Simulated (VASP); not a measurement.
# TiC: structure and properties in VASP, part 5 of 5

Aim: relax TiC, then compute properties on the relaxed cell. The start is a cell from a database of measured crystal structures.

VASP 6.6.1; LDA; plane waves and PAW (Ti_sv, C).

So far. Step 16 (Field gradients at the nuclei (LDA)): All gradients vanish within the noise. Step 16 (Field gradients at the nuclei (LDA)): The run ends at a pressure of 0.00 GPa. The relaxed cell has a = 4.265 Å (conventional setting).

The database entry behind the starting cell differs from later determinations by our own check (0.1 to 0.3 % short, probably kX units), so it need not match the best structure at ambient conditions.

**17. Self-consistent run (LDA), changed input**

A single point gives energy, forces and stress at these settings. Some settings are moved from the usual, to see what they do.

INCAR reads:

```
SYSTEM = TiC
PREC = Accurate
ENCUT = 520
EDIFF = 1E-06
NELM = 100
ISMEAR = 0
SIGMA = 0.05
LREAL = .FALSE.
ALGO = VeryFast
GGA = CA
NBANDS = 14
LORBIT = 11
LWAVE = .FALSE.
LCHARG = .FALSE.
KPAR = 2
ISIF = 2
ISYM = 1
NELECT = 15.9
```

POSCAR reads:

```
TiC
1.0
    0.0000000000      2.1323194484      2.1323194484
    2.1323194484      0.0000000000      2.1323194484
    2.1323194484      2.1323194484      0.0000000000
Ti C
1 1
Direct
    0.0000000000      0.0000000000      0.0000000000
    0.5000000000      0.5000000000      0.5000000000
```

KPOINTS reads:

```
Automatic mesh
0
Gamma
9 9 9
0 0 0
```

PAW data sets: Ti_sv and C (LDA family, release 64).

Command:

```console
$ mpirun -np 2 vasp_std
```

The program printed:

```text
[... set-up lines as in an earlier step ...]
 entering main loop
       N       E                     dE             d eps       ncg     rms          rms(c)
RMM:   1     0.978275340001E+01    0.97828E+01   -0.63277E+03   490   0.108E+03
RMM:   2    -0.245144613509E+02   -0.34297E+02   -0.13724E+03   490   0.285E+02
RMM:   3    -0.198008272964E+02    0.47136E+01   -0.15183E+02   490   0.109E+02
RMM:   4    -0.250352092622E+02   -0.52344E+01   -0.56941E+01   490   0.729E+01
RMM:   5    -0.263278833038E+02   -0.12927E+01   -0.28452E+01   490   0.466E+01
RMM:   7    -0.268733262609E+02   -0.18633E+00   -0.11678E+01   490   0.264E+01
RMM:   8    -0.268901719888E+02   -0.16846E-01   -0.79771E+00   490   0.200E+01
RMM:   9    -0.267185945451E+02    0.17158E+00   -0.40742E+00  1685   0.168E+01
RMM:  10    -0.268252397996E+02   -0.10665E+00   -0.60656E-01  1711   0.441E+00
RMM:  11    -0.268471169635E+02   -0.21877E-01   -0.19886E-01  1808   0.218E+00
RMM:  12    -0.268530798583E+02   -0.59629E-02   -0.57430E-02  1877   0.123E+00BRMIX: very serious problems
 the old and the new charge density differ
 old charge density:    16.00000 new   15.90000
BRMIX: very serious problems
 the old and the new charge density differ
 old charge density:    16.00000 new   15.90000
    0.187E+01
RMM:  13    -0.220098638680E+02    0.48432E+01   -0.11702E+01  1960   0.322E+01    0.593E+00
RMM:  14    -0.214662118370E+02    0.54365E+00   -0.10422E+00  1787   0.113E+01    0.458E+00
RMM:  15    -0.214625163434E+02    0.36955E-02   -0.56100E-01  1591   0.452E+00    0.136E+00
RMM:  16    -0.214853798477E+02   -0.22864E-01   -0.23057E-01  1681   0.287E+00    0.968E-01
RMM:  17    -0.214934757351E+02   -0.80959E-02   -0.98584E-02  1629   0.207E+00    0.274E-01
RMM:  18    -0.214955849469E+02   -0.21092E-02   -0.30588E-02  1758   0.117E+00    0.941E-02
RMM:  19    -0.214971621253E+02   -0.15772E-02   -0.18620E-02  1785   0.907E-01    0.204E-01
RMM:  20    -0.214981063471E+02   -0.94422E-03   -0.10298E-02  1752   0.572E-01    0.656E-02
RMM:  21    -0.214985751672E+02   -0.46882E-03   -0.46881E-03  1813   0.344E-01    0.708E-02
RMM:  22    -0.214988165516E+02   -0.24138E-03   -0.25606E-03  1742   0.273E-01    0.181E-02
RMM:  23    -0.214989651257E+02   -0.14857E-03   -0.15225E-03  1780   0.208E-01    0.251E-02
RMM:  24    -0.214990540551E+02   -0.88929E-04   -0.92810E-04  1739   0.151E-01    0.378E-02
RMM:  25    -0.214991125943E+02   -0.58539E-04   -0.62182E-04  1646   0.108E-01    0.294E-02
RMM:  26    -0.214991506151E+02   -0.38021E-04   -0.41276E-04  1585   0.852E-02    0.212E-02
RMM:  27    -0.214991784177E+02   -0.27803E-04   -0.30107E-04  1483   0.683E-02    0.167E-02
WARNING in EDDRMM: call to ZHEGV failed, returncode =   6  3      5
RMM:  28    -0.214991969270E+02   -0.18509E-04   -0.20220E-04  1465   0.571E-02    0.118E-02
RMM:  29    -0.214992116211E+02   -0.14694E-04   -0.16098E-04  1460   0.503E-02    0.457E-03
RMM:  30    -0.214992215371E+02   -0.99160E-05   -0.11002E-04  1345   0.401E-02    0.210E-03
RMM:  31    -0.214992296904E+02   -0.81533E-05   -0.90447E-05  1290   0.328E-02    0.147E-03
RMM:  32    -0.214992353542E+02   -0.56638E-05   -0.64184E-05  1286   0.282E-02    0.290E-04
RMM:  33    -0.214992401786E+02   -0.48244E-05   -0.54639E-05  1221   0.236E-02    0.702E-04
RMM:  34    -0.214992435790E+02   -0.34004E-05   -0.39672E-05  1167   0.206E-02    0.703E-04
RMM:  35    -0.214992465742E+02   -0.29951E-05   -0.34805E-05  1163   0.181E-02    0.237E-04
RMM:  36    -0.214992487420E+02   -0.21679E-05   -0.26135E-05  1125   0.164E-02    0.456E-04
RMM:  37    -0.214992507542E+02   -0.20122E-05   -0.23969E-05  1098   0.147E-02    0.233E-04
RMM:  38    -0.214992521912E+02   -0.14370E-05   -0.17800E-05  1069   0.132E-02    0.347E-04
RMM:  39    -0.214992535796E+02   -0.13884E-05   -0.17021E-05  1050   0.122E-02    0.190E-04
RMM:  40    -0.214992545829E+02   -0.10033E-05   -0.12790E-05  1003   0.110E-02    0.172E-04
RMM:  41    -0.214992555516E+02   -0.96866E-06   -0.12224E-05   988   0.104E-02    0.144E-04
RMM:  42    -0.214992562887E+02   -0.73714E-06   -0.96769E-06   997   0.977E-03
   1 F= -.21499256E+02 E0= -.21498944E+02  d E =-.624833E-03
```

Wall time 23 s (2 MPI ranks of AMD EPYC 7R43, shared host); peak memory 0.19 GiB; 44 s of CPU time.

From OUTCAR (step 17):

```text
NELECT = 15.9

 ion  position               nearest neighbor table
   1  0.000  0.000  0.000-   2 2.13   2 2.13   2 2.13   2 2.13   2 2.13   2 2.13
   2  0.500  0.500  0.500-   1 2.13   1 2.13   1 2.13   1 2.13   1 2.13   1 2.13

 E-fermi :   9.4333

 k-point     1 :       0.0000    0.0000    0.0000
  band No.  band energies     occupation
      1     -45.9882      2.00000
      2     -22.3660      2.00000
      3     -22.3660      2.00000
      4     -22.3660      2.00000
      5      -2.6019      2.00000
      6      10.4458      0.00000
      7      10.4458      0.00000
      8      10.4458      0.00000
      9      11.5226      0.00000
     10      11.5226      0.00000
    ...

  Total       -1.2343645     -1.2343645     -1.2343645     -0.0000000     -0.0000000      0.0000000
  in kB     -101.9922546   -101.9922546   -101.9922546     -0.0000000     -0.0000000      0.0000000
  external PRESSURE =    -101.9922546 kB  Pullay stress =       0.0000000 kB

  FREE ENERGIE OF THE ION-ELECTRON SYSTEM (eV)
  ---------------------------------------------------
  free  energy   TOTEN  =       -21.4992562887 eV

  energy  without entropy=      -21.4986314552  energy(sigma->0) =      -21.49894387

[... 8 parts as in an earlier step ...]

[... 9 further parts left out ...]
```

The run converged; its settings lie outside those of the reference runs, so its numbers are set aside.

Settings moved from the usual: ALGO = VeryFast, ISYM = 1 and NELECT = 15.9.

NELECT differs from the neutral count, so the cell is charged against a uniform background: another system, not a numerical setting. ALGO acts on the way to self-consistency or on speed; a fully converged result doesn't depend on them, though slow mixing can meet EDIFF with the stress still off.

**18. What came out**

```json
{
  "relaxed volume": "9.695 Å³/atom",
  "relaxed conventional cell a, b, c": "4.265, 4.265, 4.265 Å",
  "space group after relaxing, within 0.02 Å": "Fm-3m (No. 225)",
  "band gap": "none, a metal",
  "DOS at the Fermi level": "0.233 states/eV/cell",
  "bulk modulus from the fit": "279 GPa",
  "volume from the fit": "9.70 Å³/atom",
  "largest field gradient Vzz": "zero within the noise on all sites"
}
```

With LDA, TiC relaxes to 9.695 Å³/atom in space group Fm-3m (held by the symmetry of the run), comes out as a metal and has a bulk modulus of 279 GPa. Against the listed cell the volume lies -3.7 %. Band structure (LDA): Of the bands kept, 4 cross the Fermi level on this path. The k-sampling is coarse for a metal, so the Fermi level, pressures and the shape of the cell carry errors. No search among competing phases was made, and a listed structure need not be the one stable at ambient conditions. All values are for a static lattice at zero temperature.

[Lines on the potential files, build, host, timing and source positions are cut from VASP's logs without a mark.]

[Logs are printed without paths, hosts, clocks, repeated set-up lines and the standing remarks that a program may print on its own settings, such as how far it seeks lower states.]

[Hosts, paths, dates, database ids (printed as entryN), source tags and the programs' standing remarks are cut or masked in the printed files.]

[A measured line is paired with the nearest computed mode of its activity, which favours agreement.]
